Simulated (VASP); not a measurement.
Wanted: the native input for a VASP 6.6.1 run.

| Item | Value |
| --- | --- |
| Task | relaxation of cell and atoms |
| Functional | PBE |
| Potentials or basis | VASP PAW PBE potentials, release 64 (W_sv) |
| Cutoff | 700 eV |
| k mesh | 18 × 18 × 18 |
| Occupations | gaussian, width 0.1 eV |
| Spin | no spin polarisation |
| Further INCAR settings | ALGO = Normal; EDIFF = 1e-07; IBRION = 2; EDIFFG = -0.002; NSW = 80; ISIF = 3 |

The structure of W lies in POSCAR:

```
W
1.0
   -1.5823450000      1.5823450000      1.5823450000
    1.5823450000     -1.5823450000      1.5823450000
    1.5823450000      1.5823450000     -1.5823450000
W
1
Direct
    0.0000000000      0.0000000000      0.0000000000
```

These files were run (other wordings do the same):

INCAR

```
PREC = Accurate
ENCUT = 700
EDIFF = 1E-7
ISMEAR = 0
SIGMA = 0.1
LREAL = False
LASPH = True
NELM = 60
ALGO = Normal
ISIF = 3
LWAVE = False
LCHARG = False
GGA = PE
IBRION = 2
NSW = 80
EDIFFG = -0.002
```

KPOINTS

```
regular mesh
0
Gamma
  18 18 18
```

Potentials or basis: VASP PAW PBE potentials, release 64 (W_sv).

Run with:

```sh
$ cat potpaw_PBE.64/W_sv/POTCAR > POTCAR
$ mpirun -np 1 vasp_std > vasp.out
```

Results of the run:

```yaml
Relaxed_volume: 16.16 Å³/atom
Relaxed_cell: a = 2.759 Å, b = 2.759 Å, c = 2.759 Å, α = 109.47°, β = 109.47°, γ = 109.47°
Space_group_after_relaxing_to_0.05_Å: Im-3m (No. 229)
Energy_gained_by_relaxing: 6.1 meV/atom
Ionic_steps: 4
Pressure_after_relaxing: 0.0 GPa
Band_gap_on_the_k_mesh: none (metal or under the smearing width)
```

Wall time 35 s on 1 thread of Intel(R) Xeon(R) 6975P-C (Granite Rapids) (shared host), peak memory 0.19 GiB.
